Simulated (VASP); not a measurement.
VASP runs on Os (space group P6_3/mmc) share one base input (PBE GGA, plane waves, VASP's PBE PAW potentials (set 64)) and change the settings named in each case.

File KPOINTS:
```
Regular mesh
0
gamma
 11 11 6
```

INCAR:
```
ISIF  =  2   ! forces and stress, cell fixed
ENCUT  =  300   ! plane-wave cut-off (eV)
GGA  =  PE
SYSTEM  =  Os
LMAXMIX  =  6   ! l cut-off of mixed one-centre charges
PREC  =  Accurate
LASPH  =  .TRUE.   ! aspherical one-centre terms
ISMEAR  =  0   ! Gaussian
SIGMA  =  0.136   ! width (eV)
LCHARG  =  .FALSE.
LREAL  =  .FALSE.   ! projection in real space or not
ALGO  =  Normal
NELM  =  100
LWAVE  =  .FALSE.
EDIFF  =  1E-6
```

### POSCAR
```
Os
1
    1.3650000000    -2.3642490000     0.0000000000
    1.3650000000     2.3642490000     0.0000000000
    0.0000000000     0.0000000000     4.3200000000
Os
2
Direct
  0.3333330000   0.6666670000   0.2500000000
  0.6666670000   0.3333330000   0.7500000000
```

POTCAR, in this order: Os (PBE.64 set). Program: vasp_std.

```json
[
 {"change": "base run", "E(σ→0) (eV/atom)": "-11.2237", "pressure (GPa)": "8.38", "−TS (eV)": "-0.0154"},
 {"change": "GGA = PS", "E(σ→0) (eV/atom)": "-12.2307", "pressure (GPa)": "-2.63", "−TS (eV)": "-0.0154"},
 {"change": "GGA_COMPAT = .FALSE., LNONCOLLINEAR = .TRUE., LSORBIT = .TRUE., MAGMOM = 0.0 0.0 0.0 0.0 0.0 0.0, program vasp_ncl", "E(σ→0) (eV/atom)": "-11.5472", "pressure (GPa)": "8.36", "−TS (eV)": "-0.0156"},
 {"change": "KPOINTS 5×5×3 Γ-centred mesh", "E(σ→0) (eV/atom)": "-11.1723", "pressure (GPa)": "9.14", "−TS (eV)": "-0.0191"}
]
```
 Energies of different potentials or functionals have different zeros.  Unless said otherwise, spin-orbit coupling is left out, though it shifts the bands of the heavy elements here. At 300 eV the pressure can carry a Pulay error.

Left out are runs that ran out of time, are held back, or changed the cell or the kind of run, fixed moments of cells without a moment, rows past the twelfth, gaps on odd meshes, pressures of charged cells and columns that move by less than the noise.

The structure is a typed Os crystal (P6_3/mmc). The cell was not relaxed at this level.
